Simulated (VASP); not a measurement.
# TiSi2 (Zhiqinite) with LDA: from relaxation to properties, part 4 of 4

Wanted: the relaxed cell of TiSi2 (Zhiqinite) and its properties. The start is a cell from a database of measured crystal structures.

VASP 6.6.1; LDA; plane waves and PAW (Ti_sv, Si).

So far. Step 6 (Total and projected DOS (LDA)): The finer mesh and the other smearing move the Fermi level by -0.10 eV from the 6×6×6 run, one measure of the sampling error in the zero of the bands above. Of the states within 0.3 eV of the Fermi level, the largest shares in the PAW spheres are Ti d 51 % and Si p 11 %. The rest lies in smaller channels or between the spheres. The relaxed cell has a, b, c = 4.733, 8.139, 8.415 Å (conventional setting).

The database entry behind the starting cell is an old determination (1939), so it need not match the best structure at ambient conditions.

## Step 8: Optical spectrum (LDA)

LOPTICS sums transitions from filled to empty bands. The mesh is finer than in the run before. NBANDS is raised for it.

The input, INCAR:

```
SYSTEM = TiSi2
PREC = Accurate
ENCUT = 400
EDIFF = 1E-06
NELM = 100
ISMEAR = 0
SIGMA = 0.05
LREAL = .FALSE.
ALGO = Normal
GGA = CA
NBANDS = 68
LASPH = .TRUE.
LORBIT = 11
LWAVE = .FALSE.
LCHARG = .FALSE.
KPAR = 4
LOPTICS = .TRUE.
NEDOS = 1500
CSHIFT = 0.1
```

The input, POSCAR:

```
TiSi2
1.0
    0.0000000000      4.0693933706      4.2076317130
    2.3665092189      0.0000000000      4.2076317130
    2.3665092189      4.0693933706      0.0000000000
Ti Si
2 4
Direct
    0.7500000000      0.7500000000      0.7500000000
    0.5000000000      0.5000000000      0.5000000000
    0.0849561139      0.4150438861      0.0849561139
    0.4150438861      0.0849561139      0.4150438861
    0.1650438861      0.8349561139      0.1650438861
    0.8349561139      0.1650438861      0.8349561139
```

The input, KPOINTS:

```
Automatic mesh
0
Gamma
9 9 9
0 0 0
```

Potentials, in the order of the species: Ti_sv and Si (LDA family, release 64).

On the command line:

```bash
$ mpirun -np 4 vasp_std
```

The log of the run:

```text
[... set-up lines as in an earlier step ...]
 entering main loop
       N       E                     dE             d eps       ncg     rms          rms(c)
DAV:   1     0.333449695763E+03    0.33345E+03   -0.11950E+04 17016   0.524E+02
DAV:   2    -0.819303425466E+01   -0.34164E+03   -0.31690E+03 17280   0.180E+02
DAV:   3    -0.459940481116E+02   -0.37801E+02   -0.36215E+02 21900   0.579E+01
DAV:   4    -0.482622048943E+02   -0.22682E+01   -0.22266E+01 22360   0.126E+01
DAV:   5    -0.483480932537E+02   -0.85888E-01   -0.85826E-01 19736   0.223E+00    0.192E+01
DAV:   6    -0.456562421296E+02    0.26919E+01   -0.57837E+00 19996   0.168E+01    0.705E+00
DAV:   7    -0.450314668065E+02    0.62478E+00   -0.12692E+00 20732   0.714E+00    0.549E+00
DAV:   8    -0.449543220939E+02    0.77145E-01   -0.19570E-01 22892   0.267E+00    0.145E+00
DAV:   9    -0.449366380230E+02    0.17684E-01   -0.77224E-02 20264   0.182E+00    0.698E-01
DAV:  10    -0.449343206977E+02    0.23173E-02   -0.87246E-03 19732   0.480E-01    0.157E-01
DAV:  11    -0.449341269796E+02    0.19372E-03   -0.11894E-03 20652   0.134E-01    0.730E-02
DAV:  12    -0.449341315219E+02   -0.45423E-05   -0.40927E-05 20192   0.236E-02    0.262E-02
DAV:  13    -0.449341318018E+02   -0.27989E-06   -0.25999E-06 20340   0.618E-03
   1 F= -.44934132E+02 E0= -.44932489E+02  d E =-.328478E-02
 optical routines
 imaginary and real dielectric function
 recalculating local potential from charge density
 direction            1
 direction            2
 direction            3
```

The job ended after 3.6 min (4 MPI ranks of AMD EPYC 7R43, shared host; peak memory 2.6 GiB; 15 min of CPU time).

OUTCAR, selected parts (step 8):

```text
   k-points           NKPTS =    125   k-points in BZ     NKDIM =    125   number of bands    NBANDS=     68

   NELECT =      40.0000    total number of electrons

 E-fermi :  10.5008

 k-point     1 :       0.0000    0.0000    0.0000
  band No.  band energies     occupation
    ...
     17       8.2130      2.00000
     18       8.5290      2.00000
     19       8.7779      2.00000
     20       9.1014      2.00000
     21       9.5302      2.00000
     22      12.6005      0.00000
     23      13.7447      0.00000
     24      14.0476      0.00000
     25      14.0637      0.00000
     26      14.0680      0.00000
    ...

  Total       -0.1206366     -0.5200997      0.6465477      0.0000000      0.0000000      0.0000000
  in kB       -2.3849768    -10.2823314     12.7821989      0.0000000      0.0000000      0.0000000
  external PRESSURE =       0.0382969 kB  Pullay stress =       0.0000000 kB

 POSITION                                       TOTAL-FORCE (eV/Angst)
 -----------------------------------------------------------------------------------
      3.54976      6.10409      6.31145         0.000000     -0.000000      0.000000
      2.36651      4.06939      4.20763        -0.000000     -0.000000     -0.000000
      1.18325      0.69144      2.10382         0.000000      0.039860      0.000000
      1.18325      3.37795      2.10382         0.000000     -0.039860      0.000000
      2.36651      1.34326      4.20763         0.000000     -0.039860     -0.000000
      2.36651      6.79553      4.20763         0.000000      0.039860     -0.000000
 -----------------------------------------------------------------------------------
    total drift:                               -0.000000      0.000000      0.000000

  FREE ENERGIE OF THE ION-ELECTRON SYSTEM (eV)
  ---------------------------------------------------
  free  energy   TOTEN  =       -44.9341318018 eV

  energy  without entropy=      -44.9308470177  energy(sigma->0) =      -44.93248941

 plasma frequency squared (from intraband transitions) (eV^2)
  --------------------------------------------------------------------------------------
      25.506       0.000       0.000
       0.000      17.086       0.000
       0.000       0.000      46.707

[... 8 parts as in an earlier step ...]

[... 8 further parts left out ...]
```

These are independent-particle spectra without excitons or local fields, and fine structure depends on the mesh and on CSHIFT. The intraband (Drude) part is not in this spectrum.

Numbers from this step:

- SCF cycles: 13
- bands: 68
- irreducible k-points: 125
- free energy (TOTEN): -44.93 eV
- energy at zero smearing: -44.93 eV
- Fermi energy: 10.50 eV
- pressure: 0.003830 GPa

The imaginary dielectric function has structure finer than the step of the table below, so its rows give means over 0.5 eV, whole bins alone (the curve runs from 0 to 25.0 eV). Peaks (eV: height): xx 0.20: 19.7, 1.35: 26.9, 5.13: 23.1; yy 0.14: 28.5, 0.88: 25.7, 2.30: 22.0, 5.07: 22.7; zz 0.14: 25.0, 0.47: 26.0, 0.81: 30.9, 1.22: 26.7, 3.85: 27.2.

The imaginary dielectric function by photon energy; means over each step:

| photon energy (eV) | xx | yy | zz |
| --- | --- | --- | --- |
| 0.5 | 14.3 | 16.1 | 23.4 |
| 1.0 | 14.1 | 23.6 | 25.5 |
| 1.5 | 23.0 | 20.1 | 22.8 |
| 2.0 | 17.6 | 19.1 | 19.1 |
| 2.5 | 16.4 | 18.8 | 17.9 |
| 3.0 | 18.8 | 16.0 | 18.8 |
| 3.5 | 19.4 | 14.3 | 23.4 |
| 4.0 | 19.6 | 15.5 | 23.9 |
| 4.5 | 20.5 | 19.1 | 21.0 |
| 5.0 | 22.5 | 22.2 | 20.4 |
| 5.5 | 19.2 | 19.4 | 16.7 |
| 6.0 | 16.0 | 16.3 | 13.9 |
| 6.5 | 10.7 | 11.1 | 10.7 |
| 7.0 | 7.02 | 6.78 | 7.63 |
| 7.5 | 5.57 | 5.03 | 4.72 |
| 8.0 | 3.86 | 3.72 | 3.73 |
| 8.5 | 2.82 | 2.84 | 2.49 |
| 9.0 | 2.26 | 2.20 | 2.15 |
| 9.5 | 1.81 | 1.76 | 1.63 |
| 10.0 | 1.29 | 1.33 | 1.31 |
| 10.5 | 0.993 | 1.13 | 1.15 |
| 11.0 | 0.835 | 1.04 | 0.999 |
| 11.5 | 0.673 | 0.867 | 0.853 |
| 12.0 | 0.558 | 0.699 | 0.673 |
| 12.5 | 0.464 | 0.535 | 0.569 |
| 13.0 | 0.400 | 0.477 | 0.470 |
| 13.5 | 0.314 | 0.430 | 0.419 |
| 14.0 | 0.291 | 0.383 | 0.359 |
| 14.5 | 0.257 | 0.318 | 0.309 |
| 15.0 | 0.223 | 0.271 | 0.265 |
| 15.5 | 0.202 | 0.224 | 0.215 |
| 16.0 | 0.176 | 0.198 | 0.185 |
| 16.5 | 0.160 | 0.179 | 0.177 |
| 17.0 | 0.144 | 0.150 | 0.150 |
| 17.5 | 0.126 | 0.142 | 0.150 |
| 18.0 | 0.116 | 0.126 | 0.135 |
| 18.5 | 0.0945 | 0.110 | 0.123 |
| 19.0 | 0.0872 | 0.103 | 0.112 |
| 19.5 | 0.0890 | 0.0916 | 0.109 |
| 20.0 | 0.0867 | 0.0976 | 0.115 |
| 20.5 | 0.0832 | 0.0856 | 0.107 |
| 21.0 | 0.0832 | 0.0827 | 0.107 |
| 21.5 | 0.0792 | 0.0785 | 0.0960 |
| 22.0 | 0.0811 | 0.0749 | 0.0880 |
| 22.5 | 0.0745 | 0.0765 | 0.0820 |
| 23.0 | 0.0687 | 0.0759 | 0.0764 |
| 23.5 | 0.0710 | 0.0732 | 0.0734 |
| 24.0 | 0.0714 | 0.0780 | 0.0753 |
| 24.5 | 0.0679 | 0.0753 | 0.0667 |

The real dielectric function by photon energy:

```csv
photon energy (eV),xx,yy,zz
0,58.5,70.8,75.3
1,30.1,23.3,26.6
2,15.4,16.3,13.8
3,14.1,6.88,14.5
4,7.38,8.71,1.14
5,0.462,1.88,-3.93
6,-8.60,-8.87,-7.53
7,-8.49,-8.84,-9.60
8,-6.98,-6.28,-6.82
9,-4.70,-4.47,-4.60
10,-3.67,-3.23,-3.37
11,-2.65,-2.43,-2.54
12,-1.98,-1.93,-2.02
13,-1.44,-1.35,-1.45
14,-1.02,-1.00,-1.08
15,-0.715,-0.722,-0.769
16,-0.473,-0.462,-0.503
17,-0.265,-0.259,-0.293
18,-0.103,-0.0849,-0.121
19,0.0527,0.0573,0.0193
20,0.168,0.184,0.144
21,0.273,0.281,0.234
22,0.358,0.372,0.318
23,0.432,0.450,0.400
24,0.503,0.511,0.470
```

## Step 9: Band structure (LDA), changed input

The mesh alone shows little of the dispersion and can miss band extrema, so KPOINTS_OPT adds a path through the symmetry points after the self-consistent cycle. Some settings are moved from the usual, to see what they do.

The input, INCAR:

```
SYSTEM = TiSi2
PREC = Accurate
ENCUT = 250
EDIFF = 1E-06
NELM = 100
ISMEAR = 0
SIGMA = 0.05
LREAL = .FALSE.
ALGO = Normal
GGA = CA
NBANDS = 36
LASPH = .TRUE.
LORBIT = 11
LWAVE = .FALSE.
LCHARG = .FALSE.
KPAR = 4
```

POSCAR is that of step 8.

The input, KPOINTS:

```
Automatic mesh
0
Gamma
2 2 2
0 0 0
```

The input, KPOINTS_OPT:

```
Line mode
16
Line-mode
Reciprocal
  0.00000000   0.00000000   0.00000000 GAMMA
  0.50000000   0.00000000   0.50000000 Y

  0.50000000   0.00000000   0.50000000 Y
  1.00000000   0.50000000   0.50000000 T

  1.00000000   0.50000000   0.50000000 T
  0.50000000   0.50000000   0.00000000 Z

  0.50000000   0.50000000   0.00000000 Z
  0.00000000   0.00000000   0.00000000 GAMMA

  0.00000000   0.00000000   0.00000000 GAMMA
  0.00000000   0.41362938   0.41362938 X

  0.00000000   0.41362938   0.41362938 X
  0.50000000   0.24453583   0.74453583 A1

  0.50000000   0.24453583   0.74453583 A1
  0.50000000   0.00000000   0.50000000 Y

  1.00000000   0.50000000   0.50000000 T
  1.00000000   0.58637062   0.58637062 X1

  0.00000000   0.41362938   0.41362938 X
  0.50000000   0.75546417   0.25546417 A

  0.50000000   0.75546417   0.25546417 A
  0.50000000   0.50000000   0.00000000 Z

  0.50000000   0.50000000   0.50000000 L
  0.00000000   0.00000000   0.00000000 GAMMA
```

On the command line:

```bash
$ mpirun -np 4 vasp_std
```

The log of the run:

```text
[... set-up lines as in an earlier step ...]
 entering main loop
       N       E                     dE             d eps       ncg     rms          rms(c)
DAV:   1     0.271637475159E+03    0.27164E+03   -0.11728E+04   360   0.733E+02
DAV:   2    -0.151089821593E+02   -0.28675E+03   -0.27421E+03   376   0.259E+02
DAV:   3    -0.460768290603E+02   -0.30968E+02   -0.30488E+02   560   0.760E+01
DAV:   4    -0.477316064778E+02   -0.16548E+01   -0.16400E+01   480   0.156E+01
DAV:   5    -0.477702608381E+02   -0.38654E-01   -0.38643E-01   500   0.211E+00    0.194E+01
DAV:   6    -0.454550004720E+02    0.23153E+01   -0.11414E+01   432   0.267E+01    0.676E+00
DAV:   7    -0.450670587674E+02    0.38794E+00   -0.18367E+00   424   0.110E+01    0.569E+00
DAV:   8    -0.449821336953E+02    0.84925E-01   -0.36489E-01   420   0.416E+00    0.116E+00
DAV:   9    -0.449755128573E+02    0.66208E-02   -0.49112E-02   408   0.184E+00    0.514E-01
DAV:  10    -0.449751587339E+02    0.35412E-03   -0.25867E-03   440   0.265E-01    0.139E-01
DAV:  11    -0.449750671986E+02    0.91535E-04   -0.77588E-04   420   0.161E-01    0.107E-01
DAV:  12    -0.449750434810E+02    0.23718E-04   -0.11700E-04   408   0.892E-02    0.126E-02
DAV:  13    -0.449750431996E+02    0.28140E-06   -0.72285E-06   408   0.233E-02
   1 F= -.44975043E+02 E0= -.44969426E+02  d E =-.112351E-01
 Start KPOINTS_OPT (optional k-point list driver)
k-point batch [1-5\176]
       N       E                     dE             ncg
DAV:   1     0.147827371309E+03   -0.83162E+02      360
DAV:   2    -0.128850678526E+04   -0.14363E+04      392
DAV:   3    -0.143726843310E+04   -0.14876E+03      552
DAV:   4    -0.144574784007E+04   -0.84794E+01      480
DAV:   5    -0.144597334000E+04   -0.22550E+00      464
DAV:   6    -0.144597494971E+04   -0.16097E-02      468
DAV:   7    -0.144597499097E+04   -0.41257E-04      464
DAV:   8    -0.144597499210E+04   -0.11313E-05      396
DAV:   9    -0.144597499214E+04   -0.41917E-07      256
[...]
k-point batch [176-176\176]
       N       E                     dE             ncg
DAV:   1     0.342643603713E+03   -0.89520E+02       72
DAV:   2     0.504717577303E+02   -0.29217E+03       80
DAV:   3     0.217236290046E+02   -0.28748E+02      112
DAV:   4     0.201184014090E+02   -0.16052E+01       96
DAV:   5     0.200695255793E+02   -0.48876E-01       96
DAV:   6     0.200690140534E+02   -0.51153E-03       96
DAV:   7     0.200689996019E+02   -0.14452E-04       88
DAV:   8     0.200689990853E+02   -0.51658E-06       88
```

Run time: 52 s. Hardware: 4 MPI ranks; peak memory 0.46 GiB; 3.4 min of CPU time.

Parts of OUTCAR (step 9):

```text
   k-points           NKPTS =      5   k-points in BZ     NKDIM =      5   number of bands    NBANDS=     36

   ENCUT  =  250.0 eV  18.37 Ry    4.29 a.u.   7.55  6.22  6.07*2*pi/ulx,y,z

   NELECT =      40.0000    total number of electrons

 E-fermi :  10.8040

 k-point     1 :       0.0000    0.0000    0.0000
  band No.  band energies     occupation
    ...
     17       8.2570      2.00000
     18       8.4513      2.00000
     19       8.7918      2.00000
     20       9.1976      2.00000
     21       9.6467      2.00000
     22      12.8241      0.00000
     23      13.9112      0.00000
     24      14.1251      0.00000
     25      14.2249      0.00000
     26      14.2977      0.00000
    ...

  Total       -1.2146662     -2.7167041     -0.7112297      0.0000000      0.0000000      0.0000000
  in kB      -24.0138581    -53.7090333    -14.0609562      0.0000000      0.0000000      0.0000000
  external PRESSURE =     -30.5946159 kB  Pullay stress =       0.0000000 kB

 POSITION                                       TOTAL-FORCE (eV/Angst)
 -----------------------------------------------------------------------------------
      3.54976      6.10409      6.31145        -0.000000      0.000000      0.000000
      2.36651      4.06939      4.20763         0.000000      0.000000      0.000000
      1.18325      0.69144      2.10382         0.000000     -0.580858      0.000000
      1.18325      3.37795      2.10382         0.000000      0.580858      0.000000
      2.36651      1.34326      4.20763         0.000000      0.580858     -0.000000
      2.36651      6.79553      4.20763         0.000000     -0.580858     -0.000000
 -----------------------------------------------------------------------------------
    total drift:                                0.000000     -0.000000      0.000000

  FREE ENERGIE OF THE ION-ELECTRON SYSTEM (eV)
  ---------------------------------------------------
  free  energy   TOTEN  =       -44.9750431996 eV

  energy  without entropy=      -44.9638080976  energy(sigma->0) =      -44.96942565

[... 4 parts as in an earlier step ...]

[... 10 further parts left out ...]
```

The run converged; its settings lie outside those of the reference runs, so its numbers are set aside.

Against the sound run on this cell (bands along the symmetry lines (LDA)) the energy at zero smearing moves by -1.0 meV an atom and the pressure by -3.05 GPa.

Settings moved from the usual: k-mesh = 2×2×2 and ENCUT = 250.

The mesh holds 5 irreducible points against 46. The cutoff falls from 400 to 250 eV, which shrinks the basis; the stress suffers most (Pulay stress), and PAW energies need not rise evenly as the basis shrinks.

## Step 10: What came out

| Item | Value |
| --- | --- |
| relaxed volume | 13.51 Å³/atom |
| relaxed conventional cell a, b, c | 4.733, 8.139, 8.415 Å |
| space group after relaxing, within 0.02 Å | Fddd (No. 70) |
| band gap | none, a metal |
| DOS at the Fermi level | 2.26 states/eV/cell |
| largest field gradient Vzz | -35.61 V/Å² on Si4 |

In words: With LDA, TiSi2 (Zhiqinite) relaxes to 13.51 Å³/atom in space group Fddd (held by the symmetry of the run) and comes out as a metal. Against the listed cell the volume lies -3.2 % (a -0.8 %, b -1.2 %, c -1.3 %). Bands along the symmetry lines (LDA): Of the bands kept, 4 cross the Fermi level on this path. The k-sampling is coarse for a metal, so the Fermi level, pressures and the shape of the cell carry errors. No search among competing phases was made, and a listed structure need not be the one stable at ambient conditions. All values are for a static lattice at zero temperature.

[Lines on the potential files, build, host, timing and source positions are cut from VASP's logs without a mark.]

[Logs are printed without paths, hosts, clocks, repeated set-up lines and the standing remarks that a program may print on its own settings, such as how far it seeks lower states.]

[Hosts, paths, dates, database ids (printed as entryN), source tags and the programs' standing remarks are cut or masked in the printed files.]

[A measured line is paired with the nearest computed mode of its activity, which favours agreement.]
